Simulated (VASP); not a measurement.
```
CELL_PARAMETERS angstrom
      1.76102    -3.05017     0.00000
      1.76102     3.05017     0.00000
      0.00000     0.00000    14.84808
ATOMIC_POSITIONS crystal
  Te 0.33333 0.66667 0.87061
  Te 0.66667 0.33333 0.37061
  Te 0.66667 0.33333 0.12939
  Te 0.33333 0.66667 0.62939
  Mo 0.33333 0.66667 0.25000
  Mo 0.66667 0.33333 0.75000
```

All values below come from PBE GGA, VASP's PBE PAW potentials (set 64) (plane waves; VASP 6.6.1). Run with 520 eV cut-off, 7×7×2 Γ-centred mesh, Gaussian smearing of 0.050 eV, potentials Te Mo_sv.

Without a dispersion term in the relaxation, distances and binding between the weakly bound layers, chains or molecules are unreliable, and so is what depends on them.

The ions and cell shape at fixed volume are relaxed. Predict the relaxed structure.

```
CELL_PARAMETERS angstrom
      1.77365    -3.07205     0.00000
      1.77365     3.07205     0.00000
      0.00000     0.00000    14.63730
ATOMIC_POSITIONS crystal
  Te 0.33333 0.66667 0.87376
  Te 0.66667 0.33333 0.37376
  Te 0.66667 0.33333 0.12624
  Te 0.33333 0.66667 0.62624
  Mo 0.33333 0.66667 0.25000
  Mo 0.66667 0.33333 0.75000
```
Space group P6_3/mmc (194), at a tolerance of 0.03 Å.

How much energy does the relaxation gain?

The energy (σ→0) changes by -5.5 meV/atom, in 7 ionic steps.

The compound is MoTe2 in the 2H layered structure. This cell is one point of a volume scan, at 0.97 of the reference volume. Symmetry was kept, so distortions that lower it aren't found.
